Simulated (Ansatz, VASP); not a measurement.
# Two plane-wave programs on PdC

Contents of INCAR:

```
PREC     = Accurate       # precision mode
ENCUT    = 600            # plane-wave cutoff, eV
EDIFF    = 1E-6           # SCF threshold, eV
ISMEAR   = 0              # smearing method
SIGMA    = 0.1            # smearing width, eV
LREAL    = False          # projectors in reciprocal space
LASPH    = True           # aspherical terms in the spheres
NELM     = 60             # most SCF steps
ALGO     = Normal         # electronic algorithm
ISIF     = 3              # what is computed and relaxed
LWAVE    = False          # write WAVECAR
LCHARG   = False          # write CHGCAR
GGA      = PE             # functional
IBRION   = 2              # ionic algorithm
NSW      = 90             # ionic steps
EDIFFG   = -0.04          # ionic threshold
```

The input KPOINTS:

```
Automatic mesh
0
Gamma
  6 6 6
```

POSCAR

```
PdC
1.0
    3.0731267600      0.0000000000      0.0000000000
    0.0000000000      3.0731267600      0.0000000000
    0.0000000000      0.0000000000      3.0731267600
Pd C
1 1
Direct
    0.0000000000      0.0000000000      0.0000000000
    0.5000000000      0.5000000000      0.5000000000
```

Input for Ansatz:

```yaml
crystal:
  lattice:
    - [3.07312676, 0.0, 0.0]
    - [0.0, 3.07312676, 0.0]
    - [0.0, 0.0, 3.07312676]
  atoms:
    - { symbol: Pd, position: [0.0, 0.0, 0.0] }
    - { symbol: C, position: [0.5, 0.5, 0.5] }
basis:
  ecutwfc: 420
kpoints:
  mp_grid: { grid: [6, 6, 6] }
hamiltonian:
  xc: pbe
scf:
  occupations: { method: gaussian, width: 0.1 }
  lower_state_search: "off"
output:
  forces: true
  stress: true
  eigenvalues: true
relax:
  adjacent_minimum: "off"
  f_tol: 0.04
  max_steps: 70
  cell: { stress_tol: 0.4 }
```

Alike in both runs: task relaxation of cell and atoms; functional PBE; k mesh 6 × 6 × 6; occupations gaussian, width 0.1 eV; no spin polarisation.

```csv
,VASP,Ansatz
version,VASP 6.6.1,Ansatz 0.2.0
potentials or method,"VASP PAW PBE potentials, release 64 (Pd, C)","scalar-relativistic, plane waves, PAW"
plane-wave cutoff (eV),600,420
valence electrons in the cell,14,22
```

Ansatz gave:

* gap on the k mesh at the Fermi level, each at its own relaxed structure (eV): none
* relaxed volume (Å³/atom): 10.62
* relaxed cell length with the largest relative difference (Å): 2.770
* energy change over the relaxation (meV/atom): -491

**Question.** Estimate VASP's values.

**Answer.** gap on the k mesh at the Fermi level, each at its own relaxed structure (eV): none; relaxed volume (Å³/atom): 10.58; relaxed cell length with the largest relative difference (Å): 2.766; energy change over the relaxation (meV/atom): -495.

A gap of «none» marks a metal or a gap that the smearing closes. The two sets of potentials don't hold the same shells in valence.

Caveats: the volume moved by over 15 % at a fixed basis, so the end points are rough.
